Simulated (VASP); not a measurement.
The system is Ca2ZrN2.

```
Ca Zr N
1.0
     4.00835    0.00000    0.00000
    -2.00418    3.47133    0.00000
     0.00000    0.00000    6.97345
Ca Zr N
2 1 2
Direct
  0.66667 0.33333 0.22640
  0.66667 0.33333 0.77360
  0.00000 0.00000 0.50000
  0.00000 0.00000 0.00000
  0.33333 0.66667 0.50000
```

The cell was built by a generator and needn't be a form met in nature.

```yaml
Program: VASP 6.6.1
Task: relaxation of cell and atoms
Functional: PBE
Potentials_or_basis: VASP PAW PBE potentials, release 64 (Ca_sv, Zr_sv, N)
Cutoff: 520 eV
k_mesh: 4 × 4 × 2
Occupations: gaussian, width 0.15 eV
Spin: no spin polarisation
```

At the start: pressure -7.7 GPa; volume 19.41 Å³/atom.

Q: How do energy, volume and symmetry change on relaxing?

A: Over 17 steps the energy falls by 750.5 meV/atom and the volume is 19.90 Å³/atom (+2.5 %); space group P-6m2 (No. 187, to 0.05 Å).

The path:
| step | energy change (eV) | largest force (eV/Å) | pressure (GPa) | volume (Å³) |
| --- | --- | --- | --- | --- |
| 1 | 0.0000 | 3.3450 | -7.65 | 97.03 |
| 2 | -1.5536 | 2.6569 | 2.79 | 84.45 |
| 3 | -1.7768 | 2.0306 | 12.22 | 78.72 |
| 4 | -2.6772 | 0.2166 | 9.43 | 83.25 |
| 5 | -2.6817 | 3.9268 | 9.70 | 88.01 |
| 6 | -2.8192 | 2.0456 | 9.26 | 85.82 |
| 7 | -3.6481 | 0.8766 | -0.22 | 98.34 |
| 8 | -3.6708 | 0.3533 | -3.77 | 105.06 |
| 9 | -3.6939 | 0.5721 | -2.41 | 102.36 |
| 10 | -3.7407 | 0.0973 | 0.91 | 99.23 |
| 11 | -3.7467 | 0.2188 | 0.15 | 100.00 |
| 12 | -3.7468 | 0.2234 | 0.16 | 100.05 |
| 13 | -3.7329 | 0.3933 | -1.30 | 101.20 |
| 14 | -3.7467 | 0.2236 | -0.01 | 100.09 |
| 15 | -3.7497 | 0.1194 | -0.26 | 100.12 |
| 16 | -3.7511 | 0.0126 | -0.55 | 100.17 |
| 17 | -3.7526 | 0.0176 | -0.17 | 99.49 |

Final structure:
```
Ca Zr N
1.0
     3.57142    0.00000    0.00000
    -1.78571    3.09294    0.00000
     0.00000    0.00000    9.00660
Ca Zr N
2 1 2
Direct
  0.66667 0.33333 0.14941
  0.66667 0.33333 0.85059
  0.00000 0.00000 0.50000
  0.00000 0.00000 0.00000
  0.33333 0.66667 0.50000
```

Caveat: the k mesh is coarse (spacing up to 0.45 Å⁻¹), so the values aren't converged; the relaxation stopped at a loose force limit of 0.08 eV/Å, so its end isn't a converged minimum.
